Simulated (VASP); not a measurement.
Input:

```
HgTe
1.0
    4.65544     0.00000     0.00000
   -2.32772     4.03173     0.00000
    0.00000     0.00000    10.42319
Hg Te
3 3
Cartesian
  0.74345   1.30911  -0.03430
  3.20387  -0.02687   3.48609
 -1.56125   2.75469   6.94960
  1.10706   1.95034   5.21693
  2.37740  -0.00121   8.71255
 -1.21510   2.07738   1.72710
```

All values below come from PBEsol GGA, VASP's PBE PAW potentials (set 64) (plane waves; VASP). Numerical set-up: 300 eV cut-off, 3×3×2 Γ-centred mesh, Fermi-Dirac smearing of 0.020 eV, potentials Hg Te.

Energy and stress use the plane-wave basis of the starting cell.

**Question.** The ions, cell shape and volume are relaxed. Give the cell that the relaxation ends in.

**Answer.** 
```
HgTe
1.0
    4.59534    -0.00015     0.00090
   -2.29776     3.97872    -0.00237
    0.00144    -0.00185     9.83407
Hg Te
3 3
Direct
  0.35038   0.35160   0.99991
  0.64861   0.99871   0.33314
  0.00090   0.64945   0.66653
  0.45922   0.45815   0.50003
  0.54151   0.00100   0.83345
  0.99937   0.54109   0.16694
```
Space group P3_121 (152), at a tolerance of 0.03 Å.

**Question.** How do energy and volume change from the first to the last step?

**Answer.** The energy (σ→0) changes by -23.8 meV/atom and the volume by -8.1 %, in 31 ionic steps.

The structure comes from a computed database's HgTe entry; how it stands against other phases isn't given here. In the starting cell atoms are displaced from their ideal sites. This run relaxes it. The k-mesh is coarse (spacing up to 0.53 per Å, 2π included), so the numbers may not be converged in it. The run is one of a series of settings (EDIFFG = -0.01, IBRION = 2, ISIF = 3, NSW = 50 against the base run), some of them coarse on purpose.
